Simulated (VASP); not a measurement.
```
CELL_PARAMETERS angstrom
      4.57969     0.00000     0.00000
     -2.28984     3.96612     0.00000
      0.00000     0.00000     7.50417
ATOMIC_POSITIONS crystal
  Cd 0.33333 0.66667 0.00030
  Cd 0.66667 0.33333 0.50030
  Te 0.33333 0.66667 0.37470
  Te 0.66667 0.33333 0.87470
```

Computed with PBEsol GGA, VASP's PBE PAW potentials (set 64) (plane waves; VASP 6.6.1). Settings: 400 eV cut-off, 13×13×7 Γ-centred mesh, Gaussian smearing of 0.010 eV, potentials Cd Te.

Problem. Estimate the energy per atom (σ→0).

Solution. 
```yaml
energy per atom (σ→0): -2741 meV/atom
```

Total energies compare only between runs with the same potentials, cut-off and functional.

The structure comes from a computed database's CdTe entry (P6_3mc); how it stands against other phases isn't given here. It was relaxed first.
